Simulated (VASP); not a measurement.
## FePt (L1_0): computed properties

These are PBE GGA, VASP's PBE PAW potentials (set 64) (plane waves; VASP 6.6.1) values and carry that method's errors.

For FePt, the space group is P4/mmm (123). The cell comes out as a = 2.728 Å, b = 2.728 Å, c = 3.757 Å, α = 90.00°, β = 90.00°, γ = 90.00°. The volume per atom comes out as 13.98 Å³/atom and the band gap (over mesh and band path) comes out as none (metal, semimetal or under 0.01 eV). The cell moment is 3.27 μB, the band gap with spin-orbit coupling comes out as none (metallic) and the density is 14.90 g/cm³.

```yaml
crystal:
  lattice:
    - [2.72794, 0.00000, 0.00000]
    - [0.00000, 2.72794, 0.00000]
    - [0.00000, 0.00000, 3.75704]
  atoms:
    - { symbol: Fe, position: [0.00000, 0.00000, 0.00000], spin: 2.9 }
    - { symbol: Pt, position: [0.50000, 0.50000, 0.50000], spin: 0.3 }
```

Unless said otherwise, spin-orbit coupling is left out, though it shifts the bands of the heavy elements here.

The compound is FePt in the L1_0 structure. It was relaxed first. Symmetry was kept, so distortions that lower it aren't found.
